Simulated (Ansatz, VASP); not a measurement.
## TaCo: VASP beside Ansatz

```
CELL_PARAMETERS angstrom
3.08872 0.00000 0.00000
0.00000 3.08872 0.00000
0.00000 0.00000 3.08872
ATOMIC_POSITIONS crystal
Ta 0.00000 0.00000 0.00000
Co 0.50000 0.50000 0.50000
```

The cell comes from a database or a generator and needn't be the stable form of this composition.

Alike in both runs: task single point; functional PBEsol; k mesh 9 × 9 × 9; occupations fermi-dirac, width 0.1 eV; collinear spin.

```csv
,VASP,Ansatz
version,VASP 6.6.1,Ansatz 0.2.0
potentials or method,"VASP PAW PBE potentials, release 64 (Ta_pv, Co), cutoff 520 eV",all-electron (LAPW or listed datasets)
```

VASP gave:

| Property | Result |
| --- | --- |
| net moment per atom (μB) | 0.74 |
| size of the moment on the site where the two differ most (μB) | 1.25 |

Estimate Ansatz's values.

net moment per atom (μB): 0.78; size of the moment on the site where the two differ most (μB): 1.34.

Site moments also hang on the region over which each program counts them. Ansatz ran all-electron here, so the differences hold the error of VASP's frozen core and of both bases.

 The runs have no spin-orbit coupling, so splittings on Ta are missing.
